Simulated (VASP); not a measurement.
Consider the following.

```
CELL_PARAMETERS angstrom
      2.72374     0.00000     0.00000
     -1.36187     2.35883     0.00000
      0.00000     0.00000    26.16627
ATOMIC_POSITIONS crystal
  Ir 0.66667 0.33333 0.33002
  Ir 0.33333 0.66667 0.41501
  Ir 0.00000 0.00000 0.50000
  Ir 0.66667 0.33333 0.58499
  Ir 0.33333 0.66667 0.66998
```

These are r2SCAN meta-GGA, VASP's PBE PAW potentials (set 64) (plane waves; VASP) values and carry that method's errors. Run with PREC = Normal, EDIFF = 1E-5, 400 eV cut-off, 12×12×1 Γ-centred mesh, first-order Methfessel-Paxton smearing of 0.10 eV, potentials Ir.

Task: The ions are relaxed. Predict the relaxed structure.

Result: 
```
CELL_PARAMETERS angstrom
      2.72374     0.00000     0.00000
     -1.36187     2.35883     0.00000
      0.00000     0.00000    26.16627
ATOMIC_POSITIONS crystal
  Ir 0.66667 0.33333 0.33218
  Ir 0.33333 0.66667 0.41525
  Ir 0.00000 0.00000 0.50000
  Ir 0.66667 0.33333 0.58475
  Ir 0.33333 0.66667 0.66782
```

Task: How much energy does the relaxation gain?

Result: The energy (σ→0) changes by -5.9 meV/atom, in 9 ionic steps.

The cell is a thin slab with vacuum, built from Ir (fcc): (111) face. VASP warned that the highest band is occupied, so more bands are needed.
